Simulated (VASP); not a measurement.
VASP ran on this input.

### KPOINTS
```
Automatic
0
Gamma
  13 13 9
```

**POSCAR**
```
TiAl
1
    2.7153784641     0.0000000000     0.0000000000
    0.0000000000     2.7153784641     0.0000000000
    0.0000000000     0.0000000000     3.9071108727
Ti Al
1 1
Direct
  0.0000000000   0.0000000000   0.0000000000
  0.5000000000   0.5000000000   0.5000000000
```

### INCAR
```
SYSTEM = TiAl
PREC = Accurate
ENCUT = 520
EDIFF = 1E-7
NELM = 100
ALGO = Normal
LREAL = .FALSE.
LASPH = .TRUE.
ISMEAR = 1
SIGMA = 0.1
LMAXMIX = 4
LWAVE = .FALSE.
LCHARG = .FALSE.
ISIF = 4
IBRION = 2
NSW = 30
EDIFFG = -0.01
```

POTCAR, in this order: Ti_sv Al (LDA.64 set). Program: vasp_std.

**Question.** Write an equivalent input for Quantum ESPRESSO's pw.x.

**Answer.** One equivalent input (not run):
```
&CONTROL
  calculation = 'vc-relax'
  pseudo_dir = './pseudo'
  outdir = './out'
  tprnfor = .true.
  tstress = .true.
  nstep = 30
  forc_conv_thr = 0.00039
/
&SYSTEM
  ibrav = 0
  nat = 2
  ntyp = 2
  ecutwfc = 84
  occupations = 'smearing'
  smearing = 'methfessel-paxton'
  degauss = 0.00735
  input_dft = 'pz'
/
&ELECTRONS
  conv_thr = 7.3e-09
  electron_maxstep = 100
/
&IONS
/
&CELL
  cell_dofree = 'shape'
/
ATOMIC_SPECIES
  Ti 47.867 Ti.upf
  Al 26.982 Al.upf
CELL_PARAMETERS angstrom
     2.7153785    0.0000000    0.0000000
     0.0000000    2.7153785    0.0000000
     0.0000000    0.0000000    3.9071109
ATOMIC_POSITIONS crystal
  Ti   0.0000000  0.0000000  0.0000000
  Al   0.5000000  0.5000000  0.5000000
K_POINTS automatic
  13 13 9 0 0 0
```
The two are equivalent in intent, not identical: the potentials are each code's own (VASP's PAW set, PseudoDojo norm-conserving files in pw.x), so ENCUT and ecutwfc are chosen apart and not converted; conv_thr bounds pw.x's estimated SCF error, while EDIFF bounds the energy change between steps; forc_conv_thr acts on force components and is met together with etot_conv_thr.

The compound is TiAl in the L1_0 structure. This cell is one point of a volume scan, at 0.94 of the reference volume. Symmetry was kept, so distortions that lower it aren't found.
